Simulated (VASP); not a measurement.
# Cu3Sn (space group P6_3/mmc): computed properties

All values below come from r2SCAN meta-GGA, VASP's PBE PAW potentials (set 64) (plane waves; VASP).

```yaml
space_group: P6_3/mmc (194)
cell: a = b = 5.484 Å, c = 4.307 Å, α = β = 90.00°, γ = 120.00°
volume_per_atom: 14.02 Å^3/atom
band gap (over mesh and band path): none (metal, semimetal or under 0.01 eV)
density: 9.16 g/cm³
```

```xyz
8
Lattice="5.4839 0.0000 0.0000 -2.7419 4.7492 0.0000 0.0000 0.0000 4.3072" Properties=species:S:1:pos:R:3 pbc="T T T"
Cu    -1.4633     4.0110     3.2304
Cu     4.2052     0.7382     1.0768
Cu     1.2787     0.7382     1.0768
Cu     1.4633     4.0110     3.2304
Cu     0.0000     1.4765     3.2304
Cu     2.7419     3.2727     1.0768
Sn     0.0000     3.1661     1.0768
Sn     2.7419     1.5831     3.2304
```

Unless said otherwise, spin-orbit coupling is left out, though it shifts the bands of the heavy elements here.

The structure comes from a computed database's Cu3Sn entry (P6_3/mmc); how it stands against other phases isn't given here. It was relaxed first. Symmetry was kept, so distortions that lower it aren't found.
